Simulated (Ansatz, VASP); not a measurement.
# TiCo in two plane-wave programs

Wanted: the spread between two codes on one cell, functional and k mesh.

Main program and level: Ansatz 0.2.0; plane waves, with VASP 6.6.1 beside it; single point at LDA, DFT+U.

## Step 1: Set-up

It takes space group Pm-3m (No. 221, cubic). The conventional cell has a = 2.986 Å, b = 2.986 Å, c = 2.986 Å, α = 90.00°, β = 90.00°, γ = 90.00°. Nearest to Co lie 8 Ti at 2.59 Å. Ti has 8 Co at 2.59 Å nearest. Farther neighbours are not listed.

As a file:

```cif
data_structure
_symmetry_space_group_name_H-M 'Pm-3m'
_symmetry_Int_Tables_number 221
_cell_length_a 2.9861
_cell_length_b 2.9861
_cell_length_c 2.9861
_cell_angle_alpha 90.000
_cell_angle_beta 90.000
_cell_angle_gamma 90.000
_cell_volume 26.63
loop_
_atom_site_label
_atom_site_type_symbol
_atom_site_symmetry_multiplicity
_atom_site_Wyckoff_symbol
_atom_site_fract_x
_atom_site_fract_y
_atom_site_fract_z
_atom_site_occupancy
Co1 Co 1 b 0.50000 0.50000 0.50000 1
Ti1 Ti 1 a 0.00000 0.00000 0.00000 1
```

## Step 2: VASP: single point, LDA, DFT+U

A single point gives forces, pressure and levels at one fixed geometry, so differences don't come from the geometry; what else differs is listed under the comparison.

Lines of VASP's logs that name or quote its potential files are left out, and so is its time.

The input, INCAR:

```
SYSTEM = TiCo
PREC = Accurate
ENCUT = 350
EDIFF = 1E-06
NELM = 150
ISMEAR = 1
SIGMA = 0.05
LREAL = .FALSE.
ALGO = Normal
GGA = CA
NBANDS = 19
ISPIN = 2
MAGMOM = 0.22 0
LDAU = .TRUE.
LDAUTYPE = 2
LDAUL = 2 -1
LDAUU = 4 0
LDAUJ = 0 0
LDAUPRINT = 1
LASPH = .TRUE.
LMAXMIX = 4
LORBIT = 11
LWAVE = .FALSE.
LCHARG = .FALSE.
AMIX = 0.2
BMIX = 1E-04
AMIX_MAG = 0.8
BMIX_MAG = 1E-04
NUPDOWN = 0.22
```

The input, POSCAR:

```
TiCo
1.0
    2.9861109900      0.0000000000      0.0000000000
    0.0000000000      2.9861109900      0.0000000000
    0.0000000000      0.0000000000      2.9861109900
Co Ti
1 1
Direct
    0.5000000000      0.5000000000      0.5000000000
    0.0000000000      0.0000000000      0.0000000000
```

The input, KPOINTS:

```
Automatic mesh
0
Gamma
8 8 8
0 0 0
```

PAW data sets: Co and Ti_sv (LDA family, release 64).

Launch:

```bash
$ mpirun -np 1 vasp_std
```

Numbers of over 12 decimals in the logs are rounded to 6 here.

The log of the run:

```text
[banner, memory and clock lines left out]
running    1 mpi-ranks, on    1 nodes
 distrk:  each k-point on    1 cores,    1 groups
 distr:  one band on    1 cores,    1 groups

 POSCAR found type information on POSCAR CoTi
 POSCAR found :  2 types and       2 ions
 LDA part: xc-table for (Slater(with rela. corr.)+CA(PZ))
 , standard interpolation
 POSCAR, INCAR and KPOINTS ok, starting setup
 FFT: planning ... GRIDC
 FFT: planning ... GRID_SOFT
 FFT: planning ... GRID
 WAVECAR not read
 entering main loop
       N       E                     dE             d eps       ncg     rms          rms(c)
DAV:   1     0.136215633519E+03    0.13622E+03   -0.78156E+03  2732   0.106E+03
DAV:   2    -0.902431558417E+01   -0.14524E+03   -0.14001E+03  2689   0.286E+02
DAV:   3    -0.160527538164E+02   -0.70284E+01   -0.69432E+01  3074   0.742E+01
DAV:   4    -0.162624210876E+02   -0.20967E+00   -0.20901E+00  3284   0.114E+01
DAV:   5    -0.162681263975E+02   -0.57053E-02   -0.57046E-02  3109   0.165E+00    0.116E+01
DAV:   6    -0.146466281410E+02    0.16215E+01   -0.44115E+00  3475   0.193E+01    0.102E+01
DAV:   7    -0.142665179217E+02    0.38011E+00   -0.42202E+00  2894   0.211E+01    0.591E+00
DAV:   8    -0.138098460518E+02    0.45667E+00   -0.23822E+00  3325   0.134E+01    0.304E+00
DAV:   9    -0.138451814435E+02   -0.35335E-01   -0.50536E-01  3487   0.805E+00    0.182E+00
DAV:  10    -0.139005142712E+02   -0.55333E-01   -0.49237E-01  3606   0.412E+00    0.223E+00
DAV:  11    -0.138906175992E+02    0.98967E-02   -0.97764E-03  3315   0.870E-01    0.215E+00
DAV:  12    -0.138301652363E+02    0.60452E-01   -0.26447E-01  3713   0.275E+00    0.168E+00
DAV:  13    -0.137583442416E+02    0.71821E-01   -0.21287E+00  4139   0.841E+00    0.294E+00
DAV:  14    -0.137582249070E+02    0.11933E-03   -0.33228E-02  2849   0.126E+00    0.277E+00
[...]
DAV:  47    -0.137385508218E+02   -0.20956E-05   -0.12090E-03  3985   0.242E-01    0.481E-02
DAV:  48    -0.137385490666E+02    0.17553E-05   -0.47063E-04  3931   0.149E-01    0.561E-02
DAV:  49    -0.137385865390E+02   -0.37472E-04   -0.99593E-04  3832   0.195E-01    0.410E-02
DAV:  50    -0.137385536363E+02    0.32903E-04   -0.10221E-04  3809   0.754E-02    0.261E-02
DAV:  51    -0.137385333799E+02    0.20256E-04   -0.38117E-04  3996   0.123E-01    0.142E-02
DAV:  52    -0.137385346498E+02   -0.12699E-05   -0.61767E-06  2719   0.187E-02    0.746E-03
DAV:  53    -0.137385334710E+02    0.11788E-05   -0.32327E-06  1411   0.111E-02    0.437E-03
DAV:  54    -0.137385334314E+02    0.39567E-07   -0.26529E-07  1345   0.325E-03
   1 F= -.13738533E+02 E0= -.13738316E+02  d E =-.653107E-03  mag=     0.2200
```

OUTCAR, selected parts (step 2):

```text
ion  position               nearest neighbor table
   1  0.500  0.500  0.500-   2 2.59   2 2.59   2 2.59   2 2.59   2 2.59   2 2.59   2 2.59   2 2.59

  LATTYP: Found a simple cubic cell.
 ALAT       =     2.9861109900

 Subroutine GETGRP returns: Found 48 space group operations
 (whereof 48 operations were pure point group operations)

The static configuration has the point symmetry O_h .

 Found     35 irreducible k-points:

   k-points           NKPTS =     35   k-points in BZ     NKDIM =     35   number of bands    NBANDS=     19

   dimension x,y,z NGX =    18 NGY =   18 NGZ =   18
   dimension x,y,z NGXF=    36 NGYF=   36 NGZF=   36

   ENCUT  =  350.0 eV  25.72 Ry    5.07 a.u.   4.56  4.56  4.56*2*pi/ulx,y,z

   NELECT =      21.0000    total number of electrons

 k-points in reciprocal lattice and weights: Automatic mesh
   0.00000000  0.00000000  0.00000000       0.002
   0.12500000  0.00000000  0.00000000       0.012
   0.25000000  0.00000000  0.00000000       0.012
   0.37500000  0.00000000  0.00000000       0.012
   0.50000000  0.00000000  0.00000000       0.006
   0.12500000  0.12500000  0.00000000       0.023
   0.25000000  0.12500000  0.00000000       0.047
   0.37500000  0.12500000  0.00000000       0.047
   0.50000000  0.12500000  0.00000000       0.023
[...]
0.50000000  0.50000000  0.37500000       0.012
   0.50000000  0.50000000  0.50000000       0.002

atom =   1  type =  1  l = 2

 onsite density matrix

spin component  1

  0.8086 -0.0000  0.0000 -0.0000 -0.0000
 -0.0000  0.8086 -0.0000 -0.0000 -0.0000
  0.0000 -0.0000  0.5441 -0.0000  0.0000
 -0.0000 -0.0000 -0.0000  0.8086 -0.0000
 -0.0000 -0.0000  0.0000 -0.0000  0.5441

spin component  2

  0.8350 -0.0000  0.0000 -0.0000 -0.0000
 -0.0000  0.8350 -0.0000 -0.0000 -0.0000
  0.0000 -0.0000  0.7509  0.0000  0.0000
 -0.0000 -0.0000  0.0000  0.8350  0.0000
 -0.0000 -0.0000  0.0000  0.0000  0.7509

 occupancies and eigenvectors

  o =  0.5441  v =  0.0000 -0.0000  1.0000  0.0000 -0.0022  0.0000  0.0000  0.0000  0.0000  0.0000      0.0000  0.0000  0.0000  0.0000  0.0000  0.0000  0.0000  0.0000  0.0000  0.0000
  o =  0.5441  v =  0.0000  0.0000  0.0022 -0.0000  1.0000  0.0000  0.0000  0.0000  0.0000  0.0000      0.0000  0.0000  0.0000  0.0000  0.0000  0.0000  0.0000  0.0000  0.0000  0.0000
  o =  0.7509  v =  0.0000  0.0000  0.0000  0.0000  0.0000  0.0000  0.0000  1.0000 -0.0000  0.0003      0.0000  0.0000  0.0000  0.0000  0.0000  0.0000  0.0000  0.0000  0.0000  0.0000
  o =  0.7509  v =  0.0000  0.0000  0.0000  0.0000  0.0000  0.0000  0.0000  0.0003 -0.0000 -1.0000      0.0000  0.0000  0.0000  0.0000  0.0000  0.0000  0.0000  0.0000  0.0000  0.0000
  o =  0.8086  v =  1.0000  0.0000  0.0000  0.0000  0.0000  0.0000  0.0000  0.0000  0.0000  0.0000      0.0000  0.0000  0.0000  0.0000  0.0000  0.0000  0.0000  0.0000  0.0000  0.0000
  o =  0.8086  v =  0.0000 -0.8753 -0.0000 -0.4836  0.0000  0.0000  0.0000  0.0000  0.0000  0.0000      0.0000  0.0000  0.0000  0.0000  0.0000  0.0000  0.0000  0.0000  0.0000  0.0000
  o =  0.8086  v =  0.0000 -0.4836 -0.0000  0.8753  0.0000  0.0000  0.0000  0.0000  0.0000  0.0000      0.0000  0.0000  0.0000  0.0000  0.0000  0.0000  0.0000  0.0000  0.0000  0.0000
  o =  0.8350  v =  0.0000  0.0000  0.0000  0.0000  0.0000  1.0000  0.0000  0.0000  0.0000  0.0000      0.0000  0.0000  0.0000  0.0000  0.0000  0.0000  0.0000  0.0000  0.0000  0.0000
  o =  0.8350  v =  0.0000  0.0000  0.0000  0.0000  0.0000  0.0000  0.6028  0.0000  0.7979 -0.0000      0.0000  0.0000  0.0000  0.0000  0.0000  0.0000  0.0000  0.0000  0.0000  0.0000
  o =  0.8350  v =  0.0000  0.0000  0.0000  0.0000  0.0000  0.0000 -0.7979  0.0000  0.6028 -0.0000      0.0000  0.0000  0.0000  0.0000  0.0000  0.0000  0.0000  0.0000  0.0000  0.0000

 average (electrostatic) potential at core
       1 -77.9456       2 -71.6700

 E-fermi :   9.2509

 spin component 1
 k-point     1 :       0.0000    0.0000    0.0000
  band No.  band energies     occupation
    ...
      6       6.0016      1.00000
      7       6.0016      1.00000
      8       7.7304      1.00000
      9       7.7304      1.00000
     10       7.7304      1.00000
     11      10.4730     -0.00000
     12      10.4730     -0.00000
     13      11.9823      0.00000
     14      11.9823      0.00000
     15      11.9823      0.00000
    ...

 k-point     2 :       0.1250    0.0000    0.0000
  band No.  band energies     occupation
    ...
      6       6.1442      1.00000
      7       6.1510      1.00000
      8       7.7100      1.00000
      9       7.7100      1.00000
     10       7.7859      1.00000
     11      10.2959     -0.00000
     12      10.5385     -0.00000
     13      11.6052      0.00000
     14      11.6052      0.00000
     15      11.9153      0.00000
    ...

 k-point     3 :       0.2500    0.0000    0.0000
  band No.  band energies     occupation
    ...
      7       6.5834      1.00000
      8       7.6705      1.00000
      9       7.6705      1.00000
     10       7.9276      1.00000
     11       9.7944      1.00490
     12      10.6476     -0.00000
     13      10.8489     -0.00000
     14      10.8489     -0.00000
     15      11.7450      0.00000
     16      15.0211      0.00000
    ...

 k-point     4 :       0.3750    0.0000    0.0000
  band No.  band energies     occupation
    ...
      7       7.2371      1.00000
      8       7.6496      1.00000
      9       7.6496      1.00000
     10       8.0836      1.00000
     11       9.0667      1.00000
     12      10.2129     -0.00000
     13      10.2129     -0.00000
     14      10.5151     -0.00000
     15      11.5607      0.00000
     16      13.4991      0.00000
    ...

 k-point     5 :       0.5000    0.0000    0.0000
  band No.  band energies     occupation
    ...
      7       7.6480      1.00000
      8       7.6480      1.00000
      9       7.8041      1.00000
     10       8.1535      1.00000
     11       8.4677      1.00000
     12       9.9689     -0.03354
     13       9.9689     -0.03354
     14      10.2857     -0.00000
     15      11.4792      0.00000
     16      13.1116      0.00000
    ...

 k-point     6 :       0.1250    0.1250    0.0000
  band No.  band energies     occupation
    ...
      6       6.2686      1.00000
      7       6.3046      1.00000
      8       7.5931      1.00000
      9       7.6806      1.00000
     10       7.8985      1.00000
     11      10.2797     -0.00000
     12      10.4929     -0.00000
     13      11.2340      0.00000
     14      11.2750      0.00000
     15      11.9392      0.00000
    ...

  Total       -2.9483738     -2.9483738     -2.9483738     -0.0000000      0.0000000      0.0000000
  in kB     -177.4088527   -177.4088527   -177.4088527     -0.0000000      0.0000000      0.0000000
  external PRESSURE =    -177.4088527 kB  Pullay stress =       0.0000000 kB

  energy-cutoff  :      350.00
  volume of cell :       26.63
      direct lattice vectors                 reciprocal lattice vectors
     2.986110990  0.000000000  0.000000000     0.334883735  0.000000000  0.000000000
     0.000000000  2.986110990  0.000000000     0.000000000  0.334883735  0.000000000
     0.000000000  0.000000000  2.986110990     0.000000000  0.000000000  0.334883735

 POSITION                                       TOTAL-FORCE (eV/Angst)
 -----------------------------------------------------------------------------------
      1.49306      1.49306      1.49306         0.000000      0.000000      0.000000
      0.00000      0.00000      0.00000         0.000000      0.000000      0.000000
 -----------------------------------------------------------------------------------
    total drift:                                0.000000     -0.000000      0.000000

  FREE ENERGIE OF THE ION-ELECTRON SYSTEM (eV)
  ---------------------------------------------------
  free  energy   TOTEN  =       -13.7385334314 eV

  energy  without entropy=      -13.7378803245  energy(sigma->0) =      -13.73831573

 total charge
# of ion       s       p       d       tot
------------------------------------------
    1        0.515   0.418   7.490   8.422
    2        2.239   6.170   1.859  10.267
--------------------------------------------------
tot          2.754   6.588   9.348  18.690

 magnetization (x)
# of ion       s       p       d       tot
------------------------------------------
    1       -0.007   0.048  -0.493  -0.452
    2        0.009   0.029   0.453   0.491
--------------------------------------------------
tot          0.002   0.078  -0.040   0.039

[... 6 further parts left out ...]
```

A U on the itinerant d states of such a compound is hard to justify; it moves the bands at the Fermi level.

[end of part 1 of 2]

[Lines on the potential files, build, host, timing and source positions are cut from VASP's logs without a mark.]

[Logs are printed without paths, hosts, clocks, repeated set-up lines and the standing remarks that a program may print on its own settings, such as how far it seeks lower states.]

[Hosts, paths, dates, database ids (printed as entryN), source tags and the programs' standing remarks are cut or masked in the printed files.]
